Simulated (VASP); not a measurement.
Level of theory: PBE GGA, VASP's PBE PAW potentials (set 64) (plane waves; VASP).

VASP ran on this input.

File KPOINTS:
```
Automatic mesh
0
Gamma
4 4 4
0 0 0
```

**INCAR**
```
SYSTEM = BaZrO3
PREC = Accurate
ENCUT = 520
EDIFF = 1E-6
NELM = 100
ALGO = Normal
LREAL = .FALSE.
LASPH = .TRUE.
ISMEAR = 0
SIGMA = 0.05
GGA = PE
LMAXMIX = 4
LWAVE = .TRUE.
LCHARG = .FALSE.
```

File POSCAR:
```
BaZrO3
1
    4.2365739824     0.0000000000     0.0000000000
    0.0000000000     4.2365739824     0.0000000000
    0.0000000000     0.0000000000     4.2365739824
Ba Zr O
1 1 3
Direct
  0.0000000000   0.0000000000   0.0000000000
  0.5000000000   0.5000000000   0.5000000000
  0.5000000000   0.0000000000   0.5000000000
  0.0000000000   0.5000000000   0.5000000000
  0.5000000000   0.5000000000   0.0000000000
```

POTCAR, in this order: Ba_sv Zr_sv O (PBE.64 set). Program: vasp_std.

Unless said otherwise, spin-orbit coupling is left out, though it shifts the bands of the heavy elements here.

**Question.** Predict the energy per atom (σ→0), band gap (on the k-mesh).

**Answer.** 
```
Quantity                          Result
------------------------  --------------
energy per atom (σ→0)     -8.343 eV/atom
band gap (on the k-mesh)         3.11 eV
```

OSZICAR:
```
...
DAV:   8    -0.417142136159E+02    0.17489E-01   -0.32548E-01   576   0.453E+00    0.809E-01
DAV:   9    -0.417143097575E+02   -0.96142E-04   -0.55232E-02   696   0.138E+00    0.439E-01
DAV:  10    -0.417160648644E+02   -0.17551E-02   -0.16438E-02   648   0.111E+00    0.240E-01
DAV:  11    -0.417156502826E+02    0.41458E-03   -0.23634E-03   640   0.407E-01    0.378E-02
DAV:  12    -0.417157059100E+02   -0.55627E-04   -0.17016E-04   600   0.991E-02    0.399E-02
DAV:  13    -0.417157046045E+02    0.13055E-05   -0.28351E-05   736   0.393E-02    0.515E-03
DAV:  14    -0.417157049992E+02   -0.39471E-06   -0.32123E-06   608   0.144E-02
   1 F= -.41715705E+02 E0= -.41715705E+02  d E =-.121131E-13
```

The compound is BaZrO3 in the cubic perovskite structure. It was relaxed first.
